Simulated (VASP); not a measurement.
Consider the following.

```xyz
2
Lattice="0.0000 2.2448 2.2448 2.2448 0.0000 2.2448 2.2448 2.2448 0.0000" Properties=species:S:1:pos:R:3 pbc="T T T"
B      0.0000     0.0000     0.0000
P      1.1224     1.1224     1.1224
```

Method: LDA (Ceperley-Alder, Perdew-Zunger), VASP's LDA PAW potentials (set 64) (plane waves; VASP 6.6.1). Numerical set-up: 520 eV cut-off, 11×11×11 Γ-centred mesh, tetrahedra with Blöchl corrections, potentials B P.

What does the run give for the energy per atom (σ→0)?

```
Property                       Result
---------------------  --------------
energy per atom (σ→0)  -7.200 eV/atom
```

Total energies compare only between runs with the same potentials, cut-off and functional.

The structure comes from a computed database's BP entry (F-43m); how it stands against other phases isn't given here. It was relaxed first.
